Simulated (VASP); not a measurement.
A run of VASP 6.6.1:

INCAR

```
ALGO = Normal
EDIFF = 1E-7
ENCUT = 300
GGA = CA
ISIF = 2
ISMEAR = -1
LASPH = T
LCHARG = F
LEFG = T
LREAL = F
LWAVE = F
NELM = 80
PREC = Accurate
SIGMA = 0.05
```

KPOINTS

```
k-points
0
Gamma
  4 4 2
```

Contents of POSCAR:

```
La
1.0
    3.7500000000      0.0000000000      0.0000000000
   -1.8750000000      3.2475952642      0.0000000000
    0.0000000000      0.0000000000      6.0700000000
La
2
Direct
    0.3333333333      0.6666666667      0.2500000000
    0.6666666667      0.3333333333      0.7500000000
```

Potentials or basis: VASP PAW LDA potentials, release 64 (La).

The run is started by

```bash
$ cat potpaw_LDA.64/La/POTCAR > POTCAR
$ mpirun -np 1 vasp_std > vasp.out
```

Hardware: 1 thread of Intel(R) Xeon(R) Platinum 8375C CPU @ 2.90GHz (Ice Lake) (shared host).

Task: Estimate the wall time of this run.

Result: Run time: 6.1 s on 1 thread of Intel(R) Xeon(R) Platinum 8375C CPU @ 2.90GHz (Ice Lake) (shared host), peak memory 0.14 GiB. Counts: scf iterations 12, k points 8.
